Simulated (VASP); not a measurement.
A run of VASP 6.6.1 is set up as follows.

File INCAR:

```
SYSTEM = Sn2Bi2O
PREC = Normal
ENCUT = 520
EDIFF = 1E-4
ISMEAR = 0
SIGMA = 0.15
LREAL = .FALSE.
LASPH = .TRUE.
NELM = 60
ALGO = Fast
ISIF = 3
LWAVE = .FALSE.
LCHARG = .FALSE.
GGA = PE
IBRION = 2
NSW = 24
EDIFFG = -0.08
```

The input KPOINTS:

```
regular mesh
0
G
  4 4 2
  0 0 0
```

Contents of POSCAR:

```
Sn2Bi2O
1.0
    4.7570289000      0.0000000000      0.0000000000
   -2.3785144500      4.1197078800      0.0000000000
    0.0000000000      0.0000000000      7.0584005300
Sn Bi O
2 2 1
Direct
    0.3333333300      0.6666666700      0.5000000000
    0.6666666700      0.3333333300      0.5000000000
    0.0000000000      0.0000000000      0.1873298000
    0.0000000000      0.0000000000      0.8126702000
    0.0000000000      0.0000000000      0.5000000000
```

Potentials or basis: VASP PAW PBE potentials, release 64 (Sn_d, Bi_d, O).

Launch:

```console
$ cat potpaw_PBE.64/Sn_d/POTCAR potpaw_PBE.64/Bi_d/POTCAR potpaw_PBE.64/O/POTCAR > POTCAR
$ mpirun -np 1 vasp_std > vasp.out
```

Predict the relaxed volume.

34.13 Å³/atom.

Estimate the relaxed cell.

a = 5.132 Å, b = 5.132 Å, c = 7.482 Å, α = 90.00°, β = 90.00°, γ = 120.00°.

What does it give for the space group after relaxing (to 0.05 Å)?

P6/mmm (No. 191).

Final structure:
```xyz
5
Lattice="5.1318 0.0000 0.0000 -2.5659 4.4443 0.0000 0.0000 0.0000 7.4818" Properties=species:S:1:pos:R:3 pbc="T T T"
Sn    0.0000    2.9628    3.7409
Sn    2.5659    1.4814    3.7409
Bi    2.5659    4.4443    1.4725
Bi    0.0000    0.0000    6.0092
O     2.5659    4.4443    3.7409
```

Caveat: the k mesh is coarse (spacing up to 0.45 Å⁻¹), so the values aren't converged; the volume moved by over 15 % at a fixed basis, so the end points are rough.
